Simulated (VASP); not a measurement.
Consider the following.

```
CELL_PARAMETERS angstrom
      0.00000     3.01372     3.01372
      3.01372     0.00000     3.01372
      3.01372     3.01372     0.00000
ATOMIC_POSITIONS crystal
  W  0.00000 0.00000 0.00000
  S  0.25000 0.25000 0.25000
  S  0.75000 0.75000 0.75000
```

These are PBE GGA, VASP's PBE PAW potentials (set 64) (plane waves; VASP) values and carry that method's errors. Numerical set-up: 300 eV cut-off, 8×8×8 Γ-centred mesh, Gaussian smearing of 0.27 eV, potentials W_sv S.

Task: Give the energies of bands 7 to 16 at the high-symmetry points, in eV from the Fermi level.

Result: 
| band | Γ | X | U | L | W |
|---|---|---|---|---|---|
| 7 | -5.87 | -7.45 | -7.00 | -5.00 | -6.84 |
| 8 | -5.87 | -5.03 | -5.39 | -5.00 | -6.16 |
| 9 | -5.87 | -5.03 | -4.78 | -4.35 | -3.76 |
| 10 | -0.84 | -2.52 | -3.20 | -3.13 | -3.76 |
| 11 | -0.84 | -2.52 | -2.36 | -3.06 | -2.45 |
| 12 | -0.81 | -1.07 | -0.26 | -3.06 | -0.13 |
| 13 | -0.81 | 0.21 | -0.12 | -0.34 | 0.24 |
| 14 | -0.81 | 0.55 | 0.32 | -0.34 | 0.45 |
| 15 | 4.39 | 1.74 | 1.85 | 1.60 | 1.99 |
| 16 | 4.39 | 3.31 | 2.85 | 4.06 | 1.99 |

It has no gap at this level: it comes out as a metal or semimetal.

The structure was generated: WS2 was put into an ordered model structure, which need not be its known phase. The cell was not relaxed at this level.
